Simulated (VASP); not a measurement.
Energy against volume of MgSe (rock salt). Computed with r2SCAN meta-GGA, VASP's PBE PAW potentials (set 64) (plane waves; VASP). Settings: 520 eV cut-off, 8×8×8 Γ-centred mesh, Gaussian smearing of 0.050 eV, potentials Mg Se.

| V (Å³/atom) | E (eV/atom) |
|---|---|
| 19.791 | -10.68604 |
| 20.404 | -10.68996 |
| 21.016 | -10.68620 |
| 21.628 | -10.67584 |

**Question.** Fit these four points and predict the energy of the run at 19.179 Å³/atom.

**Answer.** A cubic in V^(−2/3), the third-order Birch-Murnaghan form, passes through the four points with V0 = 20.39 Å³/atom and B0 = 67 GPa, and gives -10.6732 eV/atom there. The run gave -10.6731 eV/atom, +0.1 meV/atom from the fit; all five points give B0 = 67 GPa.

The compound is MgSe in the rock salt structure. It was relaxed first.
